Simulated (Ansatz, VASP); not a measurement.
# Cross-check of ZnGa37O57 (partly crystallised Ga2O3) between VASP and Ansatz, part 3 of 3

Wanted: the spread between two codes on one cell, functional and k mesh. Of the first pair: The structure shown is the start of the Ansatz relaxation below; VASP solves that cell, so the two are compared at the walk's first step.

VASP 6.6.1 and Ansatz 0.2.0.

So far. Step 3 (VASP: single point, revPBE, start cell, pair 1): The run ends at a pressure of 1.37 GPa, with forces up to 1.3 eV/Å.

### 6. VASP: single point, revPBE, relaxed cell, pair 2

Level of this step: revPBE, spin-polarised from a ferromagnetic start; plane waves and PAW (Ga_d, Zn, O) (VASP).

The same cell, functional, mesh and smearing now go to VASP, with its own data sets.

Contents of INCAR:

```
SYSTEM = ZnGa37O57
PREC = Accurate
ENCUT = 520
EDIFF = 1E-06
NELM = 200
ISMEAR = -1
SIGMA = 0.025
LREAL = Auto
ALGO = Normal
GGA = RE
NBANDS = 488
ISPIN = 2
MAGMOM = -0 0 -0 -0 0 -0 -0 -0 -0 0 -0 -0 -0 -0 0 -0 0 -0 -0 0 -0 0 0 0 0 0 0 -0 -0 0 -0 -0 -0 -0 0 0 -0 0 0.04 0 0 0.01 0 0.01 0.02 0.01 0.02 0.01 0.08 0.02 0.02 0.01 0 0 0 0 0 0.02 0.02 0.02 0.03 0 0.02 0 0 0 0 0.01 0.01 0 0 0 0.03 0 0.03 0.16 0 0 0.09 0 0 0.01 0.02 0 0.05 0 0 0 0 0.01 0.02 0.01 0 0 0
LORBIT = 11
LWAVE = .FALSE.
LCHARG = .FALSE.
ISIF = 2
LASPH = .TRUE.
GGA_COMPAT = .FALSE.
NCORE = 2
```

Contents of POSCAR:

```
ZnGa37O57
1.0
   10.2635000000      0.0000000000      0.0000000000
    0.0000000000     10.2635000000      0.0000000000
    0.0000000000      0.0000000000     10.2635000000
Ga Zn O
37 1 57
Direct
    0.3014500000      0.3904900000      0.8680500000
    0.5335300000      0.7859400000      0.1348800000
[... 4 atom lines left out ...]
    0.4465900000      0.3812100000      0.3807200000
[... 2 atom lines left out ...]
    0.7288300000      0.4500400000      0.6342600000
[... 1 atom line left out ...]
    0.1859100000      0.0596700000      0.7210400000
    0.1813200000      0.3058900000      0.5001100000
[... 1 atom line left out ...]
    0.3378500000      0.6008000000      0.6151800000
    0.3801800000      0.1077300000      0.4240700000
[... 3 atom lines left out ...]
    0.6764400000      0.2995200000      0.9057300000
[... 1 atom line left out ...]
    0.7735200000      0.1524800000      0.5325500000
[... 5 atom lines left out ...]
    0.5572700000      0.5952300000      0.8727100000
[... 1 atom line left out ...]
    0.6268400000      0.9200700000      0.9093700000
    0.4499100000      0.8989600000      0.6698700000
[... 1 atom line left out ...]
    0.6300100000      0.9213000000      0.4046000000
    0.4054100000      0.0970100000      0.9584700000
    0.3149700000      0.7848800000      0.8713100000
[... 2 atom lines left out ...]
    0.4853500000      0.1995600000      0.6813300000
[... 2 atom lines left out ...]
    0.5551500000      0.8047300000      0.5554200000
    0.8596700000      0.2867900000      0.9256900000
[... 1 atom line left out ...]
    0.6601000000      0.4663800000      0.9828900000
[... 1 atom line left out ...]
    0.8460000000      0.1260200000      0.6969400000
    0.5325500000      0.0275400000      0.7859100000
    0.4212300000      0.9474700000      0.3568100000
[... 2 atom lines left out ...]
    0.3339200000      0.0296700000      0.6062100000
[... 2 atom lines left out ...]
    0.4711300000      0.2173800000      0.2874300000
[... 2 atom lines left out ...]
    0.2747500000      0.4176100000      0.3193600000
[... 1 atom line left out ...]
    0.7824700000      0.0265100000      0.9591400000
[... 2 atom lines left out ...]
    0.4657200000      0.5274400000      0.5086900000
[... 1 atom line left out ...]
    0.4006000000      0.5226400000      0.7888700000
    0.6280900000      0.3221600000      0.7337300000
    0.9057200000      0.4087000000      0.6857100000
[... 1 atom line left out ...]
    0.5608500000      0.2035000000      0.0138400000
    0.2660100000      0.9665200000      0.8828400000
[... 7 atom lines left out ...]
    0.2970800000      0.7671100000      0.6874100000
[... 3 atom lines left out ...]
    0.3500400000      0.2229300000      0.8263000000
[... 1 atom line left out ...]
    0.5021500000      0.7829400000      0.8313600000
    0.1959800000      0.1707800000      0.3530800000
    0.4914000000      0.9506900000      0.0480700000
    0.1148900000      0.2163500000      0.6465800000
    0.1999000000      0.4784200000      0.5954400000
    0.3784700000      0.2698600000      0.5211400000
    0.1151100000      0.4172100000      0.8541000000
[... 1 atom line left out ...]
    0.6117200000      0.0770300000      0.5046400000
    0.6929400000      0.5995200000      0.7454500000
[... 1 atom line left out ...]
    0.7359800000      0.3324100000      0.4875800000
    0.2627800000      0.1416700000      0.0790700000
```

Contents of KPOINTS:

```
Automatic mesh
0
Gamma
1 1 1
0 0 0
```

PAW data sets: Ga_d, Zn and O (PBE family, release 64).

Started as:

```console
$ mpirun -np 8 vasp_gam
```

Numbers of over 12 decimals in the logs are rounded to 6 here.

Output:

```text
[banner, memory and clock lines left out]
running    8 mpi-ranks, on    1 nodes
[...]
[... a notice as in an earlier step ...]

 LDA part: xc-table for (Slater+PW92), standard interpolation
 POSCAR, INCAR and KPOINTS ok, starting setup
[...]
entering main loop
       N       E                     dE             d eps       ncg     rms          rms(c)
DAV:   1     0.241936022303E+05    0.24194E+05   -0.29229E+05  1952   0.357E+03
DAV:   2     0.576466551534E+04   -0.18429E+05   -0.17518E+05  1952   0.104E+03
DAV:   3     0.285552421688E+03   -0.54791E+04   -0.51647E+04  2456   0.388E+02
DAV:   4    -0.523898165551E+03   -0.80945E+03   -0.78506E+03  2240   0.155E+02
[...]
DAV:  36    -0.519136478716E+03    0.13197E-05   -0.30476E-05  2616   0.470E-02    0.141E-02
DAV:  37    -0.519136482978E+03   -0.42623E-05   -0.52207E-05  2312   0.168E-02    0.510E-03
DAV:  38    -0.519136483199E+03   -0.22039E-06   -0.48203E-06  1664   0.977E-03
   1 F= -.51913648E+03 E0= -.51911432E+03  d E =-.443253E-01  mag=     0.9425
```

From OUTCAR (step 6):

```text
  Total        5.9798682     22.7760959      0.4439350      5.8556352      3.5475500     -3.9407947
  in kB        8.8616732     33.7523026      0.6578752      8.6775703      5.2571775     -5.8399339
  external PRESSURE =      14.4239503 kB  Pullay stress =       0.0000000 kB

 POSITION                                       TOTAL-FORCE (eV/Angst)
 -----------------------------------------------------------------------------------
      3.09393      4.00779      8.90923         0.024454     -0.030576     -0.020541
      5.47589      8.06650      1.38434         0.003098      0.023246      0.007759
      9.32624     10.14280      8.29414        -0.011292     -0.003352     -0.003216
      9.92932      2.58794      7.87847        -0.009039      0.034717      0.003990
      8.34823      9.45073      1.17589         0.018580     -0.007012      0.028222
[...]
2.01144      1.75280      3.62384         0.004862     -0.010648      0.002452
      5.04348      9.75741      0.49337        -0.025437      0.010414      0.034641
      1.17917      2.22051      6.63617         0.010569     -0.003175     -0.005238
      2.05167      4.91026      6.11130        -0.010274      0.009058      0.013195
      3.88443      2.76971      5.34872         0.014073      0.004995      0.028443
      1.18143      4.28203      8.76606        -0.011825     -0.015561     -0.023495
      9.35477      8.24385      2.21466         0.002511     -0.005788      0.008517
      6.27839      0.79060      5.17937        -0.024338      0.005171      0.015238
[...]
-----------------------------------------------------------------------------------
    total drift:                                0.024064     -0.002257     -0.013198

  FREE ENERGIE OF THE ION-ELECTRON SYSTEM (eV)
  ---------------------------------------------------
  free  energy   TOTEN  =      -519.1364831988 eV

  energy  without entropy=     -519.0921578511  energy(sigma->0) =     -519.11432052

 magnetization (x)
# of ion       s       p       d       tot
------------------------------------------
    1       -0.000  -0.000   0.000  -0.000
    2       -0.001  -0.001   0.002  -0.001
    3       -0.001  -0.001   0.000  -0.001
    4       -0.000  -0.000   0.000  -0.000
    5       -0.001  -0.001   0.001  -0.001
    6       -0.000  -0.000   0.000  -0.000
    7       -0.000  -0.000   0.000  -0.000
    8       -0.000  -0.000   0.000  -0.000
    9       -0.001  -0.001   0.000  -0.001
   10       -0.000  -0.000   0.000  -0.000
   11       -0.001  -0.002   0.000  -0.003
   12       -0.001  -0.001   0.001  -0.002
   13       -0.000  -0.000   0.000  -0.000
[...]
--------------------------------------------------
tot         -0.010   0.781   0.018   0.789

[... 2 parts as in an earlier step ...]

[... 1 further part left out ...]
[key lines of the parts left out:]
E-fermi :   3.2418
```

The run ends at a pressure of 1.44 GPa, with forces up to 0.072 eV/Å.

### 7. Side by side

What differs besides the data sets and the points named for the pairs above, as far as they apply: site moments are counted in spheres of each program's own size. Total energies have different zeros and are not compared.

The two programs side by side:

```tsv
quantity	Ansatz	VASP	difference
total moment (μB)	0.94	0.94	0.00
moment on O76 (μB)	0.16	0.15	+0.01
moment on O79 (μB)	0.09	0.09	0.00
moment on O49 (μB)	0.08	0.07	0.00
moment on O85 (μB)	0.05	0.05	0.00
```

At this near-relaxed geometry the largest component of a force difference is 49 meV/Å.

### 8. Summary of results

```
r.m.s. force difference (single point, revPBE, start cell, pair 1)   : 17 meV/Å
r.m.s. force difference (single point, revPBE, relaxed cell, pair 2) : 16 meV/Å
```

In words: The r.m.s. force difference is 17 meV/Å (single point, revPBE, start cell, pair 1), beyond the 12 meV/Å picked in this series as the mark of a large difference. What causes the difference of the single point, revPBE, start cell, pair 1 pair stays open here. What causes the difference of the single point, revPBE, relaxed cell, pair 2 pair stays open here. How closely two codes agree says nothing of how well the functional describes the real material.

[Lines on the potential files, build, host, timing and source positions are cut from VASP's logs without a mark.]

[Logs are printed without paths, hosts, clocks, repeated set-up lines and the standing remarks that a program may print on its own settings, such as how far it seeks lower states.]

[Hosts, paths, dates, database ids (printed as entryN), source tags and the programs' standing remarks are cut or masked in the printed files.]
